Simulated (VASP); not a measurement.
An input for Quantum ESPRESSO's pw.x (written as the equivalent of a VASP run, and not itself run):

```
&CONTROL
  calculation = 'vc-relax'
  pseudo_dir = './pseudo'
  outdir = './out'
  tprnfor = .true.
  tstress = .true.
  nstep = 60
  forc_conv_thr = 0.00078
/
&SYSTEM
  ibrav = 0
  nat = 4
  ntyp = 2
  ecutwfc = 84
  occupations = 'smearing'
  smearing = 'methfessel-paxton'
  degauss = 0.00735
  input_dft = 'pbesol'
/
&ELECTRONS
  conv_thr = 7.3e-08
  electron_maxstep = 100
/
&IONS
/
&CELL
/
ATOMIC_SPECIES
  Tc 97.907 Tc.upf
  Pt 195.084 Pt.upf
CELL_PARAMETERS angstrom
    -1.9263141    1.9263141    3.9407944
     1.9263141   -1.9263141    3.9407944
     1.9263141    1.9263141   -3.9407944
ATOMIC_POSITIONS crystal
  Tc   0.0000000  0.0000000  0.0000000
  Pt   0.7500000  0.2500000  0.5000000
  Pt   0.2500000  0.7500000  0.5000000
  Pt   0.5000000  0.5000000  0.0000000
K_POINTS automatic
  10 10 10 0 0 0
```

Problem. Translate this input to VASP (INCAR, KPOINTS, POSCAR, choice of POTCAR).

Solution. This is not unique; one that fits is 
**POSCAR**
```
TcPt3
1
   -1.9263140769     1.9263140769     3.9407943552
    1.9263140769    -1.9263140769     3.9407943552
    1.9263140769     1.9263140769    -3.9407943552
Tc Pt
1 3
Direct
  0.0000000000   0.0000000000   0.0000000000
  0.7500000000   0.2500000000   0.5000000000
  0.2500000000   0.7500000000   0.5000000000
  0.5000000000   0.5000000000   0.0000000000
```

**INCAR**
```
! general
SYSTEM =TcPt3
PREC   =Accurate
ENCUT  =400
LREAL  =.False.
LASPH  =.True.

! electronic loop
EDIFF  =1E-6
NELM   =100
ALGO   =Normal
LMAXMIX=6

! smearing
ISMEAR =1
SIGMA  =0.1

! functional
GGA    =PS

! ions
IBRION =2
NSW    =60
ISIF   =3
EDIFFG =-0.02

! output
LWAVE  =.False.
LCHARG =.False.
```

File KPOINTS:
```
Automatic mesh
0
Gamma
10 10 10
0 0 0
```

POTCAR, in this order: Tc_pv Pt (PBE.64 set). Program: vasp_std.

The two are equivalent in intent, not identical: the potentials are each code's own (VASP's PAW set, PseudoDojo norm-conserving files in pw.x), so ENCUT and ecutwfc are chosen apart and not converted; conv_thr bounds pw.x's estimated SCF error, while EDIFF bounds the energy change between steps; forc_conv_thr acts on force components and is met together with etot_conv_thr.

The structure comes from a computed database's TcPt3 entry (I4/mmm); how it stands against other phases isn't given here. This run relaxes it. Symmetry was kept, so distortions that lower it aren't found. The start is the result of an earlier pass.
